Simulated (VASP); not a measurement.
Consider the following.

```yaml
crystal:
  lattice:
    - [4.12189, 0.00000, 0.00000]
    - [0.00000, 4.12189, 0.00000]
    - [0.00000, 0.00000, 5.90574]
  atoms:
    - { symbol: Zn, position: [0.50000, 0.50000, 0.50000] }
    - { symbol: Cd, position: [0.00000, 0.00000, 0.00000] }
    - { symbol: Se, position: [0.00000, 0.50000, 0.72628] }
    - { symbol: Se, position: [0.50000, 0.00000, 0.27372] }
```

Level of theory: PBEsol GGA with spin-orbit coupling, VASP's PBE PAW potentials (set 64) (plane waves; VASP 6.6.1). Settings: 400 eV cut-off, 5×5×4 Γ-centred mesh, Gaussian smearing of 0.050 eV, potentials Zn Cd Se.

### Question
Give the energies of bands 27 to 40 at the high-symmetry points, in eV from the valence-band maximum.

### Answer

```tsv
band	Γ	X	M	Z	R	A
27	-2.34	-3.88	-4.28	-2.97	-4.93	-4.04
28	-2.34	-3.88	-4.28	-2.97	-4.93	-4.04
29	-2.19	-2.75	-2.39	-1.68	-1.28	-2.88
30	-2.19	-2.75	-2.39	-1.68	-1.28	-2.88
31	-0.44	-2.35	-2.26	-1.56	-1.07	-2.70
32	-0.44	-2.35	-2.26	-1.56	-1.07	-2.70
33	-0.09	-1.25	-2.17	-1.09	-0.94	-2.63
34	-0.09	-1.25	-2.17	-1.09	-0.94	-2.63
35	0.00	-0.79	-2.08	-0.97	-0.69	-2.58
36	0.00	-0.79	-2.08	-0.97	-0.69	-2.58
37	0.61	3.42	2.71	3.14	2.08	4.88
38	0.61	3.42	2.71	3.14	2.08	4.88
39	2.87	4.02	2.75	3.45	2.25	5.04
40	2.87	4.02	2.75	3.45	2.25	5.04
```

The gap is direct, 0.61 eV, from the valence maximum at Γ to the conduction minimum at Γ.

The structure comes from a computed database's ZnCdSe2 entry (P-4m2); how it stands against other phases isn't given here. It was relaxed first.
